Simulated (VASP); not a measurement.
These are PBE GGA, VASP's PBE PAW potentials (set 64) (plane waves; VASP) values and carry that method's errors.

A VASP calculation is set up with these files.

### KPOINTS
```
Automatic mesh
0
Gamma
9 9 9
0 0 0
```

File POSCAR:
```
NiSi2
1
    0.0000000000     2.7255743727     2.7255743727
    2.7255743727     0.0000000000     2.7255743727
    2.7255743727     2.7255743727     0.0000000000
Si Ni
2 1
Direct
  0.2500000000   0.2500000000   0.2500000000
  0.7500000000   0.7500000000   0.7500000000
  0.0000000000   0.0000000000   0.0000000000
```

INCAR:
```
ALGO=Normal
EDIFF=1E-7
ENCUT=530
GGA=PE
IBRION=6
ISIF=3
ISMEAR=1
LASPH=.TRUE.
LCHARG=.FALSE.
LMAXMIX=4
LREAL=.FALSE.
LWAVE=.FALSE.
NELM=100
NFREE=2
NSW=1
POTIM=0.015
PREC=Accurate
SIGMA=0.1
SYSTEM=NiSi2
```

POTCAR, in this order: Si Ni (PBE.64 set). Program: vasp_std.

What VASP printed:

### OUTCAR
```
 ion  position               nearest neighbor table
   1  0.250  0.250  0.250-   3 2.36   3 2.36   3 2.36   3 2.36   2 2.73   2 2.73   2 2.73   2 2.73
                             2 2.73   2 2.73
   2  0.750  0.750  0.750-   3 2.36   3 2.36   3 2.36   3 2.36   1 2.73   1 2.73   1 2.73   1 2.73
                             1 2.73   1 2.73
   3  0.000  0.000  0.000-   2 2.36   1 2.36   2 2.36   1 2.36   2 2.36   2 2.36   1 2.36   1 2.36
  LATTYP: Found a face centered cubic cell.
 ALAT       =     5.4511487454
 Subroutine PRICEL returns:
 Original cell was already a primitive cell.
 Subroutine GETGRP returns: Found 48 space group operations
The static configuration has the point symmetry O_h .
The dynamic configuration has the point symmetry O_h .
 Subroutine INISYM returns: Found 48 space group operations
 Subroutine IBZKPT returns following result:
 Found     35 irreducible k-points:

 Following reciprocal coordinates:
            Coordinates               Weight
  0.000000  0.000000  0.000000      1.000000
  0.111111  0.000000  0.000000      8.000000
  0.222222  0.000000  0.000000      8.000000
  0.333333  0.000000  0.000000      8.000000
  0.444444  0.000000  0.000000      8.000000
  0.111111  0.111111  0.000000      6.000000
  0.222222  0.111111  0.000000     24.000000
  0.333333  0.111111  0.000000     24.000000
  0.444444  0.111111  0.000000     24.000000
 -0.444444  0.111111  0.000000     24.000000
 -0.333333  0.111111  0.000000     24.000000
 -0.222222  0.111111  0.000000     24.000000
 -0.111111  0.111111  0.000000     12.000000
  0.222222  0.222222  0.000000      6.000000
  0.333333  0.222222  0.000000     24.000000
  0.444444  0.222222  0.000000     24.000000
 -0.444444  0.222222  0.000000     24.000000
 -0.333333  0.222222  0.000000     24.000000
 -0.222222  0.222222  0.000000     12.000000
  0.333333  0.333333  0.000000      6.000000
  0.444444  0.333333  0.000000     24.000000
...
```

OSZICAR:
```
...
DAV:   5    -0.173714882688E+02    0.22012E-02   -0.50408E-04  7293   0.273E-01    0.272E-02
DAV:   6    -0.173699720077E+02    0.15163E-02   -0.13546E-04  7188   0.119E-01    0.851E-03
DAV:   7    -0.173696845075E+02    0.28750E-03   -0.19484E-05  6852   0.452E-02    0.365E-03
DAV:   8    -0.173695289535E+02    0.15555E-03   -0.19836E-06  7698   0.166E-02    0.796E-04
DAV:   9    -0.173695191690E+02    0.97845E-05   -0.27675E-07  5937   0.502E-03    0.324E-04
DAV:  10    -0.173695147200E+02    0.44490E-05   -0.13184E-08  3700   0.118E-03    0.986E-05
DAV:  11    -0.173695143718E+02    0.34825E-06   -0.27477E-09  3380   0.692E-04    0.441E-05
DAV:  12    -0.173695142328E+02    0.13895E-06   -0.62203E-10  3180   0.259E-04    0.194E-05
DAV:  13    -0.173695141874E+02    0.45404E-07   -0.16326E-10  3075   0.163E-04
  10 F= -.17369514E+02 E0= -.17369846E+02  d E =0.995186E-03
       N       E                     dE             d eps       ncg     rms          rms(c)
DAV:   1    -0.174138377478E+02   -0.44324E-01   -0.72169E-01  6710   0.752E+00    0.123E+00
DAV:   2    -0.173812230725E+02    0.32615E-01   -0.37480E-02  7381   0.284E+00    0.674E-01
DAV:   3    -0.173710882904E+02    0.10135E-01   -0.30670E-02  7659   0.290E+00    0.371E-01
DAV:   4    -0.173697325324E+02    0.13558E-02   -0.84278E-03  6883   0.212E+00    0.103E-01
DAV:   5    -0.173695297736E+02    0.20276E-03   -0.68579E-04  6874   0.337E-01    0.414E-02
DAV:   6    -0.173695133337E+02    0.16440E-04   -0.97287E-05  6678   0.884E-02    0.912E-03
DAV:   7    -0.173695138268E+02   -0.49310E-06   -0.44611E-06  7145   0.272E-02    0.551E-03
DAV:   8    -0.173695140687E+02   -0.24188E-06   -0.44726E-07  7176   0.104E-02    0.568E-04
DAV:   9    -0.173695140608E+02    0.78858E-08   -0.19244E-08  3840   0.280E-03
  11 F= -.17369514E+02 E0= -.17369846E+02  d E =0.995190E-03
       N       E                     dE             d eps       ncg     rms          rms(c)
DAV:   1    -0.173889034223E+02   -0.19389E-01   -0.59363E-01  6723   0.678E+00    0.797E-01
DAV:   2    -0.173758141863E+02    0.13089E-01   -0.17848E-02  7572   0.192E+00    0.463E-01
DAV:   3    -0.173701050668E+02    0.57091E-02   -0.13208E-02  7414   0.203E+00    0.243E-01
DAV:   4    -0.173695273419E+02    0.57772E-03   -0.41103E-03  6884   0.143E+00    0.718E-02
DAV:   5    -0.173694389390E+02    0.88403E-04   -0.54272E-04  7319   0.290E-01    0.264E-02
DAV:   6    -0.173694993404E+02   -0.60401E-04   -0.13688E-04  7233   0.107E-01    0.808E-03
DAV:   7    -0.173695086602E+02   -0.93199E-05   -0.17275E-05  6842   0.382E-02    0.324E-03
DAV:   8    -0.173695152634E+02   -0.66032E-05   -0.21716E-06  7069   0.138E-02    0.772E-04
DAV:   9    -0.173695147610E+02    0.50241E-06   -0.36525E-07  5895   0.608E-03    0.257E-04
DAV:  10    -0.173695143267E+02    0.43425E-06   -0.16514E-08  3735   0.129E-03    0.994E-05
DAV:  11    -0.173695142501E+02    0.76636E-07   -0.32996E-09  3345   0.639E-04
  12 F= -.17369514E+02 E0= -.17369846E+02  d E =0.995185E-03
       N       E                     dE             d eps       ncg     rms          rms(c)
DAV:   1    -0.174138536363E+02   -0.44339E-01   -0.74675E-01  6659   0.759E+00    0.123E+00
DAV:   2    -0.173812193813E+02    0.32634E-01   -0.37432E-02  7470   0.283E+00    0.674E-01
DAV:   3    -0.173710725055E+02    0.10147E-01   -0.30494E-02  7634   0.289E+00    0.369E-01
DAV:   4    -0.173697315561E+02    0.13409E-02   -0.83673E-03  6825   0.211E+00    0.103E-01
DAV:   5    -0.173695290577E+02    0.20250E-03   -0.69272E-04  6839   0.337E-01    0.409E-02
DAV:   6    -0.173695133513E+02    0.15706E-04   -0.96141E-05  6743   0.898E-02    0.911E-03
DAV:   7    -0.173695138519E+02   -0.50060E-06   -0.43909E-06  7064   0.277E-02    0.541E-03
DAV:   8    -0.173695140897E+02   -0.23779E-06   -0.44574E-07  7213   0.101E-02    0.537E-04
DAV:   9    -0.173695140821E+02    0.76400E-08   -0.17259E-08  3760   0.266E-03
  13 F= -.17369514E+02 E0= -.17369846E+02  d E =0.995189E-03
       N       E                     dE             d eps       ncg     rms          rms(c)
DAV:   1    -0.173941911251E+02   -0.24677E-01   -0.33601E-01  3860   0.539E+00    0.513E-01
DAV:   2    -0.173843663312E+02    0.98248E-02   -0.10065E-02  4350   0.127E+00    0.318E-01
DAV:   3    -0.173730737310E+02    0.11293E-01   -0.82075E-03  5046   0.144E+00    0.134E-01
DAV:   4    -0.173725195916E+02    0.55414E-03   -0.16678E-03  4372   0.813E-01    0.221E-02
DAV:   5    -0.173723123643E+02    0.20723E-03   -0.93127E-05  4327   0.109E-01    0.115E-02
DAV:   6    -0.173720835558E+02    0.22881E-03   -0.26038E-05  4426   0.414E-02    0.383E-03
DAV:   7    -0.173720261478E+02    0.57408E-04   -0.52414E-06  4272   0.223E-02    0.154E-03
DAV:   8    -0.173720105739E+02    0.15574E-04   -0.35046E-07  3934   0.522E-03    0.431E-04
DAV:   9    -0.173720077928E+02    0.27812E-05   -0.37635E-08  2375   0.176E-03    0.167E-04
DAV:  10    -0.173720071516E+02    0.64119E-06   -0.55575E-09  2135   0.115E-03    0.889E-05
DAV:  11    -0.173720069266E+02    0.22502E-06   -0.16128E-09  2055   0.665E-04    0.465E-05
DAV:  12    -0.173720068661E+02    0.60514E-07   -0.55019E-10  1940   0.361E-04
  14 F= -.17372007E+02 E0= -.17372312E+02  d E =0.914965E-03
       N       E                     dE             d eps       ncg     rms          rms(c)
DAV:   1    -0.173715149052E+02    0.49202E-03   -0.12272E-01  3405   0.241E+00    0.131E-01
DAV:   2    -0.173720298723E+02   -0.51497E-03   -0.59850E-03  4218   0.773E-01    0.739E-02
DAV:   3    -0.173720025968E+02    0.27275E-04   -0.18197E-04  3872   0.131E-01    0.183E-02
DAV:   4    -0.173720083126E+02   -0.57158E-05   -0.33502E-05  4220   0.939E-02    0.140E-02
DAV:   5    -0.173720071090E+02    0.12036E-05   -0.74469E-06  4131   0.694E-02    0.798E-03
DAV:   6    -0.173720068957E+02    0.21335E-06   -0.17578E-06  4297   0.162E-02    0.782E-04
DAV:   7    -0.173720069036E+02   -0.78828E-08   -0.19986E-07  3358   0.377E-03
  15 F= -.17372007E+02 E0= -.17372312E+02  d E =0.914965E-03
       N       E                     dE             d eps       ncg     rms          rms(c)
DAV:   1    -0.173715123183E+02    0.49458E-03   -0.10137E+00  1950   0.775E+00    0.143E-01
DAV:   2    -0.173720525329E+02   -0.54021E-03   -0.81790E-03  2560   0.118E+00    0.112E-01
DAV:   3    -0.173719581476E+02    0.94385E-04   -0.64590E-04  2504   0.616E-01    0.880E-02
DAV:   4    -0.173718373135E+02    0.12083E-03   -0.24290E-04  2737   0.226E-01    0.254E-02
DAV:   5    -0.173718293353E+02    0.79782E-05   -0.31420E-05  2783   0.116E-01    0.392E-03
DAV:   6    -0.173718311559E+02   -0.18207E-05   -0.23297E-06  2400   0.159E-02    0.281E-03
DAV:   7    -0.173718323430E+02   -0.11870E-05   -0.35873E-07  2407   0.125E-02    0.686E-04
DAV:   8    -0.173718327964E+02   -0.45344E-06   -0.42292E-08  1375   0.312E-03    0.178E-04
DAV:   9    -0.173718330108E+02   -0.21444E-06   -0.13548E-08  1285   0.103E-03    0.957E-05
DAV:  10    -0.173718330549E+02   -0.44078E-07   -0.25863E-09  1185   0.721E-04
  16 F= -.17371833E+02 E0= -.17372133E+02  d E =0.899816E-03
       N       E                     dE             d eps       ncg     rms          rms(c)
DAV:   1    -0.173721702512E+02   -0.33724E-03   -0.29910E+00  1950   0.131E+01    0.286E-01
DAV:   2    -0.173729638124E+02   -0.79356E-03   -0.20630E-02  2470   0.205E+00    0.242E-01
DAV:   3    -0.173724225363E+02    0.54128E-03   -0.27243E-03  2486   0.129E+00    0.163E-01
DAV:   4    -0.173718698393E+02    0.55270E-03   -0.71314E-04  2463   0.295E-01    0.577E-02
DAV:   5    -0.173718318730E+02    0.37966E-04   -0.17061E-04  2649   0.305E-01    0.772E-03
DAV:   6    -0.173718332002E+02   -0.13272E-05   -0.13994E-05  2350   0.507E-02    0.485E-03
DAV:   7    -0.173718330894E+02    0.11081E-06   -0.45715E-07  2496   0.140E-02    0.188E-03
DAV:   8    -0.173718330620E+02    0.27478E-07   -0.57994E-08  1410   0.233E-03
  17 F= -.17371833E+02 E0= -.17372133E+02  d E =0.899838E-03
```

OUTCAR:
```
------------------------ aborting loop because EDIFF is reached ----------------------------------------
  FORCE on cell =-STRESS in cart. coord.  units (eV):
  Direction    XX          YY          ZZ          XY          YZ          ZX
  --------------------------------------------------------------------------------------
  Total        0.0322439      0.0353602      0.0353602      0.0000000      0.0000000      0.0000000
  in kB        1.2757179      1.3990132      1.3990132      0.0000000      0.0000000      0.0000000
  external PRESSURE =       1.3579147 kB  Pullay stress =       0.0000000 kB
  volume of cell :       40.50
      direct lattice vectors                 reciprocal lattice vectors
     0.000000000  2.725574373  2.725574373    -0.183447572  0.183447572  0.183447572
     2.725574373  0.000000000  2.725574373     0.183447572 -0.183447572  0.183447572
     2.725574373  2.725574373  0.000000000     0.183447572  0.183447572 -0.183447572
 POSITION                                       TOTAL-FORCE (eV/Angst)
 -----------------------------------------------------------------------------------
      1.36279      1.36279      1.36279        -0.068966      0.000000      0.000000
      4.08836      4.08836      4.08836        -0.068966      0.000000      0.000000
     -0.01500      0.00000      0.00000         0.137933      0.000000      0.000000
 -----------------------------------------------------------------------------------
    total drift:                               -0.000459     -0.000001     -0.000001
  FREE ENERGIE OF THE ION-ELECTRON SYSTEM (eV)
  ---------------------------------------------------
  free  energy   TOTEN  =       -17.3718330620 eV

  energy  without entropy=      -17.3727328997  energy(sigma->0) =      -17.37213301

   1 f  =    9.637077 THz    60.551541 2PiTHz  321.458290 cm-1    39.855730 meV
             X         Y         Z           dx          dy          dz
      1.362787  1.362787  1.362787     0.213210   -0.582405   -0.339627
      4.088362  4.088362  4.088362    -0.213210    0.582405    0.339627
      0.000000  0.000000  0.000000     0.000000    0.000000    0.000000

   2 f  =    9.637077 THz    60.551541 2PiTHz  321.458290 cm-1    39.855730 meV
             X         Y         Z           dx          dy          dz
      1.362787  1.362787  1.362787    -0.634699   -0.053261   -0.307116
      4.088362  4.088362  4.088362     0.634699    0.053261    0.307116
      0.000000  0.000000  0.000000    -0.000000   -0.000000    0.000000

   3 f  =    9.637077 THz    60.551541 2PiTHz  321.458290 cm-1    39.855730 meV
             X         Y         Z           dx          dy          dz
      1.362787  1.362787  1.362787     0.227373    0.397452   -0.538826
      4.088362  4.088362  4.088362    -0.227373   -0.397452    0.538826
      0.000000  0.000000  0.000000    -0.000000   -0.000000    0.000000

   4 f  =    8.852413 THz    55.621349 2PiTHz  295.284701 cm-1    36.610620 meV
             X         Y         Z           dx          dy          dz
      1.362787  1.362787  1.362787     0.000000    0.000000    0.505577
      4.088362  4.088362  4.088362     0.000000    0.000000    0.505577
      0.000000  0.000000  0.000000     0.000000    0.000000   -0.699130

   5 f  =    8.852413 THz    55.621349 2PiTHz  295.284701 cm-1    36.610620 meV
             X         Y         Z           dx          dy          dz
      1.362787  1.362787  1.362787     0.138122    0.486344    0.000000
      4.088362  4.088362  4.088362     0.138122    0.486344   -0.000000
      0.000000  0.000000  0.000000    -0.191000   -0.672534    0.000000

   6 f  =    8.852413 THz    55.621349 2PiTHz  295.284701 cm-1    36.610620 meV
             X         Y         Z           dx          dy          dz
      1.362787  1.362787  1.362787     0.486344   -0.138122    0.000000
      4.088362  4.088362  4.088362     0.486344   -0.138122   -0.000000
      0.000000  0.000000  0.000000    -0.672534    0.191000    0.000000

   7 f/i=    0.002188 THz     0.013749 2PiTHz    0.072993 cm-1     0.009050 meV
             X         Y         Z           dx          dy          dz
      1.362787  1.362787  1.362787     0.000000    0.000000   -0.494360
      4.088362  4.088362  4.088362     0.000000    0.000000   -0.494360
      0.000000  0.000000  0.000000     0.000000    0.000000   -0.714994

   8 f/i=    0.002188 THz     0.013749 2PiTHz    0.072993 cm-1     0.009050 meV
             X         Y         Z           dx          dy          dz
      1.362787  1.362787  1.362787    -0.038987   -0.492820    0.000000
      4.088362  4.088362  4.088362    -0.038987   -0.492820    0.000000
      0.000000  0.000000  0.000000    -0.056387   -0.712768    0.000000

   9 f/i=    0.002188 THz     0.013749 2PiTHz    0.072993 cm-1     0.009050 meV
             X         Y         Z           dx          dy          dz
      1.362787  1.362787  1.362787     0.492820   -0.038987   -0.000000
      4.088362  4.088362  4.088362     0.492820   -0.038987    0.000000
      0.000000  0.000000  0.000000     0.712768   -0.056387    0.000000

 ELASTIC MODULI CONTR FROM IONIC RELAXATION (kBar)
 Direction    XX          YY          ZZ          XY          YZ          ZX
 --------------------------------------------------------------------------------
 XX          -0.0000     -0.0000     -0.0000     -0.0000      0.0000     -0.0000
 YY          -0.0000     -0.0000     -0.0000     -0.0000      0.0000     -0.0000
 ZZ          -0.0000     -0.0000     -0.0000     -0.0000      0.0000     -0.0000
 XY          -0.0000     -0.0000     -0.0000   -301.9774     -0.0000     -0.0000
 YZ           0.0000      0.0000      0.0000     -0.0000   -301.9774     -0.0000
 ZX          -0.0000     -0.0000     -0.0000     -0.0000     -0.0000   -301.9774
 --------------------------------------------------------------------------------

 TOTAL ELASTIC MODULI (kBar)
 Direction    XX          YY          ZZ          XY          YZ          ZX
 --------------------------------------------------------------------------------
 XX        1926.0093   1204.3606   1204.3606     -0.0000      0.0000     -0.0000
 YY        1204.3606   1926.0093   1204.3606      0.0000      0.0000     -0.0000
 ZZ        1204.3606   1204.3606   1926.0093      0.0000      0.0000     -0.0000
 XY          -0.0000      0.0000      0.0000    882.0203     -0.0000     -0.0000
 YZ           0.0000      0.0000      0.0000     -0.0000    882.0203     -0.0000
 ZX          -0.0000     -0.0000     -0.0000     -0.0000     -0.0000    882.0203
 --------------------------------------------------------------------------------
```
(Selected blocks of OUTCAR.)

Finite-difference elastic constants of metals are sensitive to mesh and smearing; shear constants can be off by tens of GPa.

The compound is NiSi2 in the fluorite structure. It was relaxed first. The run is not spin-polarised, so no magnetic state was tried.
